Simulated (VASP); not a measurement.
A VASP calculation is set up with these files.

KPOINTS:
```
K-points
0
G
12 12 12
0 0 0
```

INCAR:
```
# general
SYSTEM =As
PREC   =Accurate
ENCUT  =500
LREAL  =.FALSE.
LASPH  =.TRUE.

# electronic loop
EDIFF  =1E-6
NELM   =100
ALGO   =Normal
LMAXMIX=4
LMIXTAU=.TRUE.

# smearing
ISMEAR =1
SIGMA  =0.1

# functional
METAGGA=R2SCAN

# ions
IBRION =2
NSW    =40
ISIF   =3
EDIFFG =-0.02
PSTRESS=200

# output
LWAVE  =.FALSE.
LCHARG =.FALSE.
```

### POSCAR
```
As
1.0
  3.3708967226  -1.8467916002  -0.0754525750
  3.3708967226   1.8467916002  -0.0754525750
  2.4275195656   0.0000000000   2.9810087639
As
2
Cartesian
  2.1375741640   0.0000000000   0.6597611387
  7.0317388468  -0.0000000000   2.1703424752
```

POTCAR, in this order: As (PBE.64 set). Program: vasp_std.

**Question.** Write an equivalent input for Ansatz.

**Answer.** One equivalent input (not run):
Ansatz 0.2 input:
```yaml
crystal:
  lattice:
    - [3.3708967, -1.8467916, -0.0754526]
    - [3.3708967, 1.8467916, -0.0754526]
    - [2.4275196, 0.0000000, 2.9810088]
  atoms:
    - { symbol: As, position: [0.2331226, 0.2331226, 0.2331226] }
    - { symbol: As, position: [0.7668774, 0.7668774, 0.7668774] }
kpoints:
  mp_grid: { grid: [12, 12, 12] }
hamiltonian:
  xc: r2scan
  pseudopotentials: { kind: paw }
scf:
  occupations: { method: methfessel_paxton, width: 0.1 }
  max_iter: 100
relax:
  max_steps: 40
  f_tol: 0.02
  cell: { p_target: 20 }
output: { forces: true, stress: true, eigenvalues: true }
```
The two are equivalent in intent, not identical: each code has its own PAW files, so the cut-off isn't converted (ENCUT is set for VASP's; basis.ecutwfc is left out, and Ansatz then takes the one that its files recommend); Ansatz stops its SCF on the density residual and VASP on the energy change (EDIFF).

The compound is As in the a7 structure. This run relaxes it under an external pressure of 20 GPa. Symmetry was kept, so distortions that lower it aren't found.
